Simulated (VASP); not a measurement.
An input for Ansatz (written as the equivalent of a VASP run, and not itself run):

Ansatz 0.2 input:
```yaml
crystal:
  lattice:
    - [-1.4350000, 1.4350000, 1.4350000]
    - [1.4350000, -1.4350000, 1.4350000]
    - [1.4350000, 1.4350000, -1.4350000]
  atoms:
    - { symbol: Fe, position: [0.0000000, 0.0000000, 0.0000000], spin: 2.5 }
kpoints:
  mp_grid: { grid: [16, 16, 16] }
hamiltonian:
  xc: revpbe
  pseudopotentials: { kind: paw }
magnetization: { spin_polarized: true }
scf:
  occupations: { method: methfessel_paxton, width: 0.1 }
  max_iter: 100
relax:
  max_steps: 60
  f_tol: 0.01
  cell: {}
output: { forces: true, stress: true, eigenvalues: true }
```

**Question.** Write the VASP files for the same calculation (revPBE).

**Answer.** This is not unique; one that fits is 
KPOINTS:
```
Automatic mesh
0
Gamma
16 16 16
0 0 0
```

### INCAR
```
SYSTEM = Fe
PREC = Accurate
ENCUT = 520
EDIFF = 1E-6
NELM = 100
ALGO = Normal
LREAL = .FALSE.
LASPH = .TRUE.
ISMEAR = 1
SIGMA = 0.1
GGA = RE
LMAXMIX = 4
ISPIN = 2
MAGMOM = 2.5
LORBIT = 10
LWAVE = .FALSE.
LCHARG = .FALSE.
IBRION = 2
ISIF = 3
NSW = 60
EDIFFG = -0.01
```

POSCAR:
```
Fe
1
   -1.4350000000     1.4350000000     1.4350000000
    1.4350000000    -1.4350000000     1.4350000000
    1.4350000000     1.4350000000    -1.4350000000
Fe
1
Direct
  0.0000000000   0.0000000000   0.0000000000
```

POTCAR, in this order: Fe (PBE.64 set). Program: vasp_std.

The two are equivalent in intent, not identical: each code has its own PAW files, so the cut-off isn't converted (ENCUT is set for VASP's; basis.ecutwfc is left out, and Ansatz then takes the one that its files recommend); Ansatz stops its SCF on the density residual and VASP on the energy change (EDIFF).

The compound is Fe in the bcc structure. This run relaxes it. Symmetry was kept, so distortions that lower it aren't found.
